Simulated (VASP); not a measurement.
Computed with PBE GGA, VASP's PBE PAW potentials (set 64) (plane waves; VASP).

The input files of a VASP run:

File POSCAR:
```
Rb
2.8250
 -1.0000000000   1.0000000000   1.0000000000
  1.0000000000  -1.0000000000   1.0000000000
  1.0000000000   1.0000000000  -1.0000000000
Rb
1
Cartesian
  0.0000000000   0.0000000000   0.0000000000
```

**INCAR**
```
SYSTEM=Rb
PREC=Accurate; ENCUT=400; LREAL=.FALSE.
LASPH=.TRUE.
EDIFF=1E-6; NELM=100; ALGO=Normal
LMAXMIX=4
ISMEAR=1; SIGMA=0.1
GGA=PE
ISPIN=2; MAGMOM=1.0
ISIF=2
LWAVE=.FALSE.; LCHARG=.FALSE.
```

### KPOINTS
```
Automatic
0
Gamma
  7 7 7
0 0 0
```

POTCAR, in this order: Rb_sv (PBE.64 set). Program: vasp_std.

Output

OSZICAR:
```
       N       E                     dE             d eps       ncg     rms          rms(c)
DAV:   1     0.382589616985E+02    0.38259E+02   -0.31807E+03   720   0.635E+02
DAV:   2     0.156923335885E+01   -0.36690E+02   -0.36023E+02   778   0.122E+02
DAV:   3    -0.647206947138E+00   -0.22164E+01   -0.22014E+01   943   0.314E+01
DAV:   4    -0.767552761993E+00   -0.12035E+00   -0.12030E+00  1110   0.590E+00
DAV:   5    -0.769120856246E+00   -0.15681E-02   -0.15666E-02  1044   0.571E-01    0.345E+00
DAV:   6    -0.921889571735E+00   -0.15277E+00   -0.12419E-01   806   0.206E+00    0.111E+00
DAV:   7    -0.936636188857E+00   -0.14747E-01   -0.38941E-02   749   0.112E+00    0.573E-01
DAV:   8    -0.937440355917E+00   -0.80417E-03   -0.25799E-03   881   0.267E-01    0.321E-01
DAV:   9    -0.937672590249E+00   -0.23223E-03   -0.11148E-03   890   0.190E-01    0.441E-02
DAV:  10    -0.937815732988E+00   -0.14314E-03   -0.39171E-04   790   0.126E-01    0.203E-02
DAV:  11    -0.937832424433E+00   -0.16691E-04   -0.54084E-05   926   0.629E-02    0.194E-02
DAV:  12    -0.937834554343E+00   -0.21299E-05   -0.86683E-06   854   0.307E-02    0.400E-03
DAV:  13    -0.937834804179E+00   -0.24984E-06   -0.36473E-06   793   0.143E-02
   1 F= -.93783480E+00 E0= -.93782675E+00  d E =-.241527E-04  mag=    -0.0001
```

**OUTCAR**
```
------------------------ aborting loop because EDIFF is reached ----------------------------------------
  FORCE on cell =-STRESS in cart. coord.  units (eV):
  Direction    XX          YY          ZZ          XY          YZ          ZX
  --------------------------------------------------------------------------------------
  Total        0.0063631      0.0063631      0.0063631     -0.0000000     -0.0000000      0.0000000
  in kB        0.1130488      0.1130488      0.1130488     -0.0000000     -0.0000000      0.0000000
  external PRESSURE =       0.1130488 kB  Pullay stress =       0.0000000 kB
  volume of cell :       90.18
      direct lattice vectors                 reciprocal lattice vectors
    -2.825000000  2.825000000  2.825000000     0.000000000  0.176991150  0.176991150
     2.825000000 -2.825000000  2.825000000     0.176991150  0.000000000  0.176991150
     2.825000000  2.825000000 -2.825000000     0.176991150  0.176991150  0.000000000
 POSITION                                       TOTAL-FORCE (eV/Angst)
 -----------------------------------------------------------------------------------
      0.00000      0.00000      0.00000        -0.000000      0.000000      0.000000
 -----------------------------------------------------------------------------------
    total drift:                                0.000000      0.000000     -0.000000
  FREE ENERGIE OF THE ION-ELECTRON SYSTEM (eV)
  ---------------------------------------------------
  free  energy   TOTEN  =        -0.9378348042 eV

  energy  without entropy=       -0.9378106514  energy(sigma->0) =       -0.93782675
```
(Selected blocks of OUTCAR.)

The compound is Rb in the bcc structure. The cell was not relaxed at this level.
